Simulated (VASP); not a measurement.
Consider the following.

```
CoSi2
1.0
    0.00000     2.65957     2.65957
    2.65957     0.00000     2.65957
    2.65957     2.65957     0.00000
Co Si
1 2
Direct
  0.00000   0.00000   0.00000
  0.25000   0.25000   0.25000
  0.75000   0.75000   0.75000
```

Calculation: TPSS meta-GGA, VASP's PBE PAW potentials (set 64) (plane waves; VASP). Numerical set-up: 520 eV cut-off, 11×11×11 Γ-centred mesh, tetrahedra with Blöchl corrections, potentials Co Si.

Problem. What does the run give for the energy per atom (σ→0), band gap (over mesh and band path) with the smallest direct gap where there is one?

Solution. 
* **band gap (over mesh and band path)**: none (metal, semimetal or under 0.01 eV)
* **energy per atom (σ→0)**: -11.957 eV/atom

Only differences to runs with the same potentials and settings are physical.

The compound is CoSi2 in the fluorite structure. It was relaxed first. The run is not spin-polarised, so no magnetic state was tried. The electron count is odd and the run is not spin-polarised, which forces a metal.
